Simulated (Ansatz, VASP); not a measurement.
**ScF3: VASP beside Ansatz**

INCAR

```
  ALGO = Normal
  EDIFF = 1E-8
  ENCUT = 520
  GGA = CA
  ISIF = 2
  ISMEAR = -1
  LASPH = True
  LCHARG = False
  LEFG = True
  LREAL = False
  LWAVE = False
  NBANDS = 24
  NELM = 100
  PREC = Accurate
  SIGMA = 0.02
```

The input KPOINTS:

```
k-points
0
Gamma
  6 6 6
```

POSCAR

```
ScF3
1.0
    4.0926990000      0.0000000000      0.0000000000
    0.0000000000      4.0926990000      0.0000000000
    0.0000000000      0.0000000000      4.0124500000
Sc F
1 3
Direct
    0.0000000000      0.0000000000      0.0000000000
    0.5000000000      0.0000000000      0.0000000000
    0.0000000000      0.5000000000      0.0000000000
    0.0000000000      0.0000000000      0.5000000000
```

Input for Ansatz:

```yaml
crystal:
  lattice:
    - [4.092699, 0.0, 0.0]
    - [0.0, 4.092699, 0.0]
    - [0.0, 0.0, 4.01245]
  atoms:
    - { symbol: Sc, position: [0.0, 0.0, 0.0] }
    - { symbol: F, position: [0.5, 0.0, 0.0] }
    - { symbol: F, position: [0.0, 0.5, 0.0] }
    - { symbol: F, position: [0.0, 0.0, 0.5] }
kpoints:
  mp_grid: { grid: [6, 6, 6] }
scf:
  occupations: { method: fermi_dirac, width: 0.02 }
hamiltonian:
  xc: lda
  pseudopotentials: { kind: paw }
output:
  forces: true
  stress: true
  eigenvalues: true
  efg: { contact_densities: true }
  write_density: true
  write_potential: true
  elf: true
  volumetric_format: npy
```

Change from the starting cell: equal xx and yy strain of +2 %, PAW files.

Alike in both runs: task electric field gradients; functional LDA; k mesh 6 × 6 × 6; occupations fermi-dirac, width 0.02 eV; no spin polarisation.

```csv
,VASP,Ansatz
version,VASP 6.6.1,Ansatz 0.2.0
potentials or method,"VASP PAW LDA potentials, release 64 (Sc_sv, F)","PAW with Ansatz's default frozen-core files, scalar-relativistic"
plane-wave cutoff (eV),520,420
valence electrons in the cell,32,32
```

Ansatz gave:

```
gap on the k mesh at the Fermi level (eV)                      : 5.94
pressure (GPa)                                                 : -6.3
largest component of the traceless stress (GPa)                : 2.74
Vzz of the field gradient on the site that differs most (V/Å²) : -12.0
```

Problem. What did VASP give for the same quantities?

Solution. gap on the k mesh at the Fermi level (eV): 5.91; pressure (GPa): -5.7; largest component of the traceless stress (GPa): 2.82; Vzz of the field gradient on the site that differs most (V/Å²): -14.2.

A k mesh can miss the band edges.
